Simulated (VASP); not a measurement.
```
CELL_PARAMETERS angstrom
      1.56418    -2.70924     0.00000
      1.56418     2.70924     0.00000
      0.00000     0.00000    12.17813
ATOMIC_POSITIONS crystal
  W  0.33333 0.66667 0.25000
  W  0.66667 0.33333 0.75000
  S  0.33333 0.66667 0.87840
  S  0.66667 0.33333 0.37840
  S  0.66667 0.33333 0.12160
  S  0.33333 0.66667 0.62160
```

Level of theory: LDA (Ceperley-Alder, Perdew-Zunger), VASP's LDA PAW potentials (set 64) (plane waves; VASP). Settings: 520 eV cut-off, Gaussian smearing of 0.050 eV, potentials W_sv S.

Unless said otherwise, spin-orbit coupling is left out, though it shifts the bands of the heavy elements here.

Task: Estimate the band gap (along the path) with the smallest direct gap where there is one.

Result: 
```json
{
  "band gap (along the path)": "0.86 eV",
  "smallest direct gap (along the path)": "1.89 eV"
}
```

Only differences to runs with the same potentials and settings are physical.

The compound is WS2 in the 2H layered structure. It was relaxed first.
